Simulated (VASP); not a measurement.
**Zone-centre spectra of MgS (Niningerite)**

Wanted: which zone-centre modes of MgS (Niningerite) show in Raman and infrared light. The cell is of the rock-salt type, one of the forms listed for this formula. The start is a cell from a database of measured crystal structures.

Program: VASP 6.6.1. Level of theory: LDA; plane waves and PAW (S, Mg). Results are calculated unless marked as measured.

**1. The starting structure**

Symmetry: Fm-3m, No. 225, cubic system. Conventional cell: a = 5.203 Å, b = 5.203 Å, c = 5.203 Å, α = 90.00°, β = 90.00°, γ = 90.00°. S has 6 Mg at 2.60 Å nearest. Nearest to Mg lie 6 S at 2.60 Å. Farther neighbours and most contacts between anions are not listed.

**2. Relaxation**

Cell and atoms are relaxed first, so that what follows belongs to a calculated equilibrium. The thresholds are tight because second derivatives come next.

Contents of INCAR:

```
SYSTEM = MgS
PREC = Accurate
ENCUT = 400
EDIFF = 1E-08
NELM = 100
ISMEAR = 0
SIGMA = 0.01
LREAL = .FALSE.
ALGO = Normal
GGA = CA
NBANDS = 10
LWAVE = .FALSE.
LCHARG = .FALSE.
KPAR = 2
IBRION = 2
NSW = 60
ISIF = 3
EDIFFG = -0.001
```

Contents of POSCAR:

```
MgS
1.0
    0.0000000000      2.6016500000      2.6016500000
    2.6016500000      0.0000000000      2.6016500000
    2.6016500000      2.6016500000      0.0000000000
S Mg
1 1
Direct
    0.5000000000      0.5000000000      0.5000000000
    0.0000000000      0.0000000000      0.0000000000
```

Contents of KPOINTS:

```
Automatic mesh
0
Gamma
9 9 9
0 0 0
```

PAW data sets: S and Mg (PBE family, release 64).

Command:

```
> mpirun -np 2 vasp_std
```

Output:

```text
[banner, memory and clock lines left out]
running    2 mpi-ranks, on    1 nodes
 distrk:  each k-point on    1 cores,    2 groups
 distr:  one band on    1 cores,    1 groups

 POSCAR found type information on POSCAR S Mg
 POSCAR found :  2 types and       2 ions
|                                                                             |
|               ----> ADVICE to this user running VASP <----                  |
|                                                                             |
|     You enforced a specific xc type in the INCAR file but a different       |
|     [... a line on the potential file left out ...]
|     I HOPE YOU KNOW WHAT YOU ARE DOING!                                     |
|                                                                             |

 LDA part: xc-table for (Slater(with rela. corr.)+CA(PZ))
 , standard interpolation
 POSCAR, INCAR and KPOINTS ok, starting setup
 FFT: planning ... GRIDC
 FFT: planning ... GRID_SOFT
 FFT: planning ... GRID
 WAVECAR not read
 entering main loop
       N       E                     dE             d eps       ncg     rms          rms(c)
DAV:   1     0.147433776053E+02    0.14743E+02   -0.32092E+03   748   0.520E+02
DAV:   2    -0.893015763562E+01   -0.23674E+02   -0.22102E+02   918   0.914E+01
DAV:   3    -0.992017101338E+01   -0.99001E+00   -0.98819E+00   848   0.197E+01
DAV:   4    -0.992621598595E+01   -0.60450E-02   -0.60444E-02   878   0.179E+00
DAV:   5    -0.992625771168E+01   -0.41726E-04   -0.41725E-04   828   0.138E-01    0.350E+00
DAV:   6    -0.957113031040E+01    0.35513E+00   -0.83847E-01   754   0.377E+00    0.255E+00
DAV:   7    -0.952918163938E+01    0.41949E-01   -0.17868E-01   822   0.188E+00    0.171E+00
DAV:   8    -0.952507678870E+01    0.41049E-02   -0.10575E-02   780   0.621E-01    0.696E-01
DAV:   9    -0.952469931449E+01    0.37747E-03   -0.85945E-04   778   0.159E-01    0.236E-01
DAV:  10    -0.952468537082E+01    0.13944E-04   -0.61681E-05   814   0.412E-02    0.560E-02
DAV:  11    -0.952468452417E+01    0.84665E-06   -0.60334E-06   810   0.122E-02    0.114E-02
DAV:  12    -0.952468449470E+01    0.29472E-07   -0.91444E-08   820   0.214E-03    0.700E-03
DAV:  13    -0.952468447520E+01    0.19491E-07   -0.52150E-08   744   0.111E-03    0.296E-04
DAV:  14    -0.952468447574E+01   -0.53222E-09   -0.56809E-10   386   0.165E-04
   1 F= -.95246845E+01 E0= -.95246845E+01  d E =-.952468E+01
 curvature:   0.00 expect dE= 0.000E+00 dE for cont linesearch  0.000E+00
 trial: gam= 0.00000 g(F)=  0.169E-63 g(S)=  0.351E-01 ort = 0.000E+00 (trialstep = 0.100E+01)
 search vector abs. value=  0.351E-01
 bond charge predicted
       N       E                     dE             d eps       ncg     rms          rms(c)
DAV:   1    -0.961238153083E+01   -0.87697E-01   -0.14288E+00   710   0.660E+00    0.204E+00
DAV:   2    -0.954560357713E+01    0.66778E-01   -0.17361E-01   728   0.193E+00    0.636E-01
DAV:   3    -0.953886007495E+01    0.67435E-02   -0.38874E-02   754   0.981E-01    0.472E-01
DAV:   4    -0.953871463024E+01    0.14544E-03   -0.31593E-04   762   0.127E-01    0.398E-01
DAV:   5    -0.953843988613E+01    0.27474E-03   -0.14894E-04   740   0.708E-02    0.460E-02
DAV:   6    -0.953843689182E+01    0.29943E-05   -0.37928E-06   770   0.126E-02    0.268E-02
DAV:   7    -0.953843655911E+01    0.33271E-06   -0.17872E-07   788   0.266E-03    0.826E-03
DAV:   8    -0.953843647740E+01    0.81710E-07   -0.20175E-07   750   0.225E-03    0.686E-04
DAV:   9    -0.953843647287E+01    0.45285E-08   -0.16434E-09   396   0.312E-04
   2 F= -.95384365E+01 E0= -.95384365E+01  d E =-.137520E-01
 trial-energy change:   -0.013752  1 .order   -0.013240   -0.035145    0.008665
 step:   0.8129(harm=  0.8022)  dis= 0.00000  next Energy=    -9.539244 (dE=-0.146E-01)
 bond charge predicted
       N       E                     dE             d eps       ncg     rms          rms(c)
DAV:   1    -0.954185229093E+01   -0.34158E-02   -0.49416E-02   718   0.121E+00    0.358E-01
DAV:   2    -0.953950913422E+01    0.23432E-02   -0.62773E-03   744   0.367E-01    0.116E-01
DAV:   3    -0.953927550603E+01    0.23363E-03   -0.13338E-03   752   0.181E-01    0.729E-02
DAV:   4    -0.953926932033E+01    0.61857E-05   -0.11322E-05   780   0.239E-02    0.598E-02
DAV:   5    -0.953926064672E+01    0.86736E-05   -0.44515E-06   748   0.122E-02    0.626E-03
DAV:   6    -0.953926056136E+01    0.85356E-07   -0.95300E-08   796   0.206E-03    0.439E-03
DAV:   7    -0.953926053647E+01    0.24891E-07   -0.14299E-08   698   0.546E-04    0.136E-03
DAV:   8    -0.953926053943E+01   -0.29593E-08   -0.33909E-09   368   0.325E-04
   3 F= -.95392605E+01 E0= -.95392605E+01  d E =-.145761E-01
 curvature:  -0.40 expect dE=-0.192E-07 dE for cont linesearch -0.192E-07
 trial: gam= 0.00000 g(F)=  0.353E-63 g(S)=  0.480E-07 ort =-0.411E-04 (trialstep = 0.963E+00)
 search vector abs. value=  0.481E-07
 reached required accuracy - stopping structural energy minimisation
```

It took 3.6 s on 2 MPI ranks of Intel Xeon 6975P-C (Granite Rapids), shared host; peak memory 0.24 GiB.

Lines that name or quote the potential files are left out of all logs, and their timing lines are given in words.

OUTCAR, selected parts (step 2):

```text
ion  position               nearest neighbor table
   1  0.500  0.500  0.500-   2 2.60   2 2.60   2 2.60   2 2.60   2 2.60   2 2.60
   2  0.000  0.000  0.000-   1 2.60   1 2.60   1 2.60   1 2.60   1 2.60   1 2.60

  LATTYP: Found a face centered cubic cell.
 ALAT       =     5.2033000000

 Subroutine GETGRP returns: Found 48 space group operations
 (whereof 48 operations were pure point group operations)

The static configuration has the point symmetry O_h .

 Found     35 irreducible k-points:

   k-points           NKPTS =     35   k-points in BZ     NKDIM =     35   number of bands    NBANDS=     10

   dimension x,y,z NGX =    24 NGY =   24 NGZ =   24
   dimension x,y,z NGXF=    48 NGYF=   48 NGZF=   48

   ENCUT  =  400.0 eV  29.40 Ry    5.42 a.u.   6.00  6.00  6.00*2*pi/ulx,y,z

   NELECT =       8.0000    total number of electrons

 k-points in reciprocal lattice and weights: Automatic mesh
   0.00000000  0.00000000  0.00000000       0.001
   0.11111111  0.00000000  0.00000000       0.011
   0.22222222  0.00000000  0.00000000       0.011
   0.33333333  0.00000000  0.00000000       0.011
   0.44444444  0.00000000  0.00000000       0.011
   0.11111111  0.11111111  0.00000000       0.008
   0.22222222  0.11111111  0.00000000       0.033
   0.33333333  0.11111111  0.00000000       0.033
   0.44444444  0.11111111  0.00000000       0.033
[...]
-0.33333333  0.44444444  0.11111111       0.033
  -0.33333333  0.44444444  0.22222222       0.033

 average (electrostatic) potential at core
       1 -85.8260       2 -35.8043

 E-fermi :   3.9678

 k-point     1 :       0.0000    0.0000    0.0000
  band No.  band energies     occupation
      1      -8.9720      2.00000
      2       3.9169      2.00000
      3       3.9169      2.00000
      4       3.9169      2.00000
      5       7.7565      0.00000
      6      11.7451      0.00000
      7      11.7451      0.00000
      8      11.7451      0.00000
      9      14.2686      0.00000
    ...

 k-point     2 :       0.1111    0.0000    0.0000
  band No.  band energies     occupation
      1      -8.8421      2.00000
      2       3.0058      2.00000
      3       3.8269      2.00000
      4       3.8269      2.00000
      5       8.4392      0.00000
      6      11.4716      0.00000
      7      11.9767      0.00000
      8      11.9767      0.00000
      9      13.6899      0.00000
    ...

 k-point     3 :       0.2222    0.0000    0.0000
  band No.  band energies     occupation
      1      -8.4795      2.00000
      2       1.3612      2.00000
      3       3.6190      2.00000
      4       3.6190      2.00000
      5       8.8990      0.00000
      6      11.8297      0.00000
      7      11.8297      0.00000
      8      11.9766      0.00000
      9      13.8788      0.00000
    ...

  Total        0.0008147      0.0008147      0.0008147      0.0000000      0.0000000     -0.0000000
  in kB        0.0386262      0.0386262      0.0386262      0.0000000      0.0000000     -0.0000000
  external PRESSURE =       0.0386262 kB  Pullay stress =       0.0000000 kB

  energy-cutoff  :      400.00
  volume of cell :       33.79
      direct lattice vectors                 reciprocal lattice vectors
     0.000000000  2.566099418  2.566099418    -0.194848257  0.194848257  0.194848257
     2.566099418  0.000000000  2.566099418     0.194848257 -0.194848257  0.194848257
     2.566099418  2.566099418 -0.000000000     0.194848257  0.194848257 -0.194848257

 POSITION                                       TOTAL-FORCE (eV/Angst)
 -----------------------------------------------------------------------------------
      2.56610      2.56610      2.56610        -0.000000     -0.000000     -0.000000
      0.00000      0.00000      0.00000         0.000000      0.000000      0.000000
 -----------------------------------------------------------------------------------
    total drift:                               -0.000000     -0.000000      0.000000

  FREE ENERGIE OF THE ION-ELECTRON SYSTEM (eV)
  ---------------------------------------------------
  free  energy   TOTEN  =        -9.5392605394 eV

  energy  without entropy=       -9.5392605394  energy(sigma->0) =       -9.53926054

 reached required accuracy - stopping structural energy minimisation

[... 3 further parts left out ...]
```

CONTCAR:

```
MgS
   1.00000000000000
     0.0000000000000000    2.5660994184121306    2.5660994184121306
     2.5660994184121306    0.0000000000000000    2.5660994184121306
     2.5660994184121306    2.5660994184121306   -0.0000000000000000
  S               Mg
     1     1
Direct
     0.5000000000000000    0.5000000000000000    0.5000000000000000
     0.0000000000000000    0.0000000000000000    0.0000000000000000
```

The PAW data sets were made with PBE, though LDA sets exist; this is a small mismatch. The run keeps the 48 symmetry operations of its start, so it cannot find a distortion of lower symmetry.

The steps of the relaxation:

| step | energy less that of the first step (eV) | largest force (eV/Å) | pressure (GPa) | volume (Å³) |
| --- | --- | --- | --- | --- |
| 1 | 0.0000 | 0.0000 | -3.17 | 35.22 |
| 2 | -0.0138 | 0.0000 | 0.82 | 33.47 |
| 3 | -0.0146 | 0.0000 | 0.00 | 33.79 |

| conventional cell, symmetrised | before | after | change |
| --- | --- | --- | --- |
| a (Å) | 5.203 | 5.132 | -1.4 % |
| b (Å) | 5.203 | 5.132 | -1.4 % |
| c (Å) | 5.203 | 5.132 | -1.4 % |
| volume (Å³/atom) | 17.61 | 16.90 | -4.0 % |

Final coordinates:

```cif
data_structure
_symmetry_space_group_name_H-M 'P 1'
_symmetry_Int_Tables_number 1
_cell_length_a 3.6290
_cell_length_b 3.6290
_cell_length_c 3.6290
_cell_angle_alpha 60.000
_cell_angle_beta 60.000
_cell_angle_gamma 60.000
_cell_volume 33.79
loop_
_atom_site_label
_atom_site_type_symbol
_atom_site_fract_x
_atom_site_fract_y
_atom_site_fract_z
_atom_site_occupancy
S1 S 0.50000 0.50000 0.50000 1
Mg2 Mg 0.00000 0.00000 0.00000 1
```

This step gave:

- free energy (TOTEN): -9.539 eV
- Fermi energy: 3.968 eV
- pressure: 0.003863 GPa

The forces stay under 1e-4 eV/Å, and the volume now lies -4.0 % from that of the session's start.

**3. Relaxation**

The volume changed, so the plane-wave basis no longer fits the cell; a second relaxation starts from a basis rebuilt for the new cell, with the mesh that the input shows.

INCAR is that of step 2.

Contents of POSCAR:

```
MgS
1.0
    0.0000000000      2.5660994184      2.5660994184
    2.5660994184      0.0000000000      2.5660994184
    2.5660994184      2.5660994184      0.0000000000
S Mg
1 1
Direct
    0.5000000000      0.5000000000      0.5000000000
    0.0000000000      0.0000000000      0.0000000000
```

KPOINTS is that of step 2.

Command:

```
> mpirun -np 2 vasp_std
```

Output:

```text
[banner, memory and clock lines left out]
running    2 mpi-ranks, on    1 nodes
[...]
[... a notice as in an earlier step ...]

 LDA part: xc-table for (Slater(with rela. corr.)+CA(PZ))
 , standard interpolation
 POSCAR, INCAR and KPOINTS ok, starting setup
[...]
entering main loop
       N       E                     dE             d eps       ncg     rms          rms(c)
DAV:   1     0.173333515634E+02    0.17333E+02   -0.31949E+03   740   0.524E+02
DAV:   2    -0.874188709373E+01   -0.26075E+02   -0.24320E+02   916   0.938E+01
DAV:   3    -0.992185874321E+01   -0.11800E+01   -0.11774E+01   848   0.218E+01
DAV:   4    -0.992955721686E+01   -0.76985E-02   -0.76973E-02   840   0.202E+00
[...]
DAV:  12    -0.953901391177E+01    0.25264E-07   -0.47071E-08   816   0.153E-03    0.572E-03
DAV:  13    -0.953901389671E+01    0.15061E-07   -0.43782E-08   738   0.998E-04    0.127E-04
DAV:  14    -0.953901389725E+01   -0.53808E-09   -0.39724E-10   388   0.152E-04
   1 F= -.95390139E+01 E0= -.95390139E+01  d E =-.953901E+01
[...]
N       E                     dE             d eps       ncg     rms          rms(c)
DAV:   1    -0.953901489567E+01   -0.99896E-06   -0.16109E-05   730   0.218E-02    0.652E-03
DAV:   2    -0.953901414378E+01    0.75189E-06   -0.20333E-06   754   0.659E-03    0.209E-03
DAV:   3    -0.953901406260E+01    0.81184E-07   -0.43373E-07   764   0.326E-03    0.135E-03
DAV:   4    -0.953901405856E+01    0.40378E-08   -0.34511E-09   396   0.431E-04
   2 F= -.95390141E+01 E0= -.95390141E+01  d E =-.161309E-06
 trial-energy change:   -0.000000  1 .order   -0.000000   -0.000000    0.000000
 step:   0.7898(harm=  0.7898)  dis= 0.00000  next Energy=    -9.539014 (dE=-0.162E-06)
 reached required accuracy - stopping structural energy minimisation
```

Wall time 2.2 s (2 MPI ranks); peak memory 0.24 GiB; 3.5 s of CPU time.

Parts of OUTCAR (step 3):

```text
  Total       -0.0006337     -0.0006337     -0.0006337      0.0000000      0.0000000     -0.0000000
  in kB       -0.0300391     -0.0300391     -0.0300391      0.0000000      0.0000000     -0.0000000
  external PRESSURE =      -0.0300391 kB  Pullay stress =       0.0000000 kB

 POSITION                                       TOTAL-FORCE (eV/Angst)
 -----------------------------------------------------------------------------------
      2.56625      2.56625      2.56625         0.000000     -0.000000      0.000000
      5.13249      2.56625      2.56625        -0.000000      0.000000     -0.000000
 -----------------------------------------------------------------------------------
    total drift:                               -0.000000     -0.000000      0.000000

  FREE ENERGIE OF THE ION-ELECTRON SYSTEM (eV)
  ---------------------------------------------------
  free  energy   TOTEN  =        -9.5390140586 eV

  energy  without entropy=       -9.5390140586  energy(sigma->0) =       -9.53901406

[... 2 parts as in an earlier step ...]

[... 2 further parts left out ...]
[key lines of the parts left out:]
E-fermi :   3.9592
```

Little changed from the start: no atom moved by 0.005 Å and no cell edge by 0.1 %.

Numbers from this step:

```yaml
fermi_energy: 3.959 eV
pressure: -0.003004 GPa
```

The forces stay under 1e-4 eV/Å, and the volume now lies -4.0 % from that of the session's start.

[end of part 1 of 3]

[Lines on the potential files, build, host, timing and source positions are cut from VASP's logs without a mark.]

[Logs are printed without paths, hosts, clocks, repeated set-up lines and the standing remarks that a program may print on its own settings, such as how far it seeks lower states.]

[Hosts, paths, dates, database ids (printed as entryN), source tags and the programs' standing remarks are cut or masked in the printed files.]
